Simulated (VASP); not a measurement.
Consider the following.

```yaml
crystal:
  lattice:
    - [0.00000, 3.47773, 3.47773]
    - [3.47773, 0.00000, 3.47773]
    - [3.47773, 3.47773, 0.00000]
  atoms:
    - { symbol: Rb, position: [0.00000, 0.00000, 0.00000] }
    - { symbol: Br, position: [0.50000, 0.50000, 0.50000] }
```

Computed with PBE0 hybrid, VASP's PBE PAW potentials (set 64) (plane waves; VASP). Settings: 520 eV cut-off, 6×6×6 Γ-centred mesh, Gaussian smearing of 0.050 eV, potentials Rb_sv Br.

Task: Estimate the energy per atom (σ→0), band gap (on the k-mesh) with the smallest direct gap where there is one.

Result: 
The band gap (on the k-mesh) is 6.12 eV, the smallest direct gap (on the k-mesh) is 6.12 eV and the energy per atom (σ→0) comes out as -3.787 eV/atom.

Total energies compare only between runs with the same potentials, cut-off and functional.

The compound is RbBr in the rock salt structure. This cell is one point of a volume scan, at 0.97 of the reference volume. The cell's shape comes from a PBE relaxation.
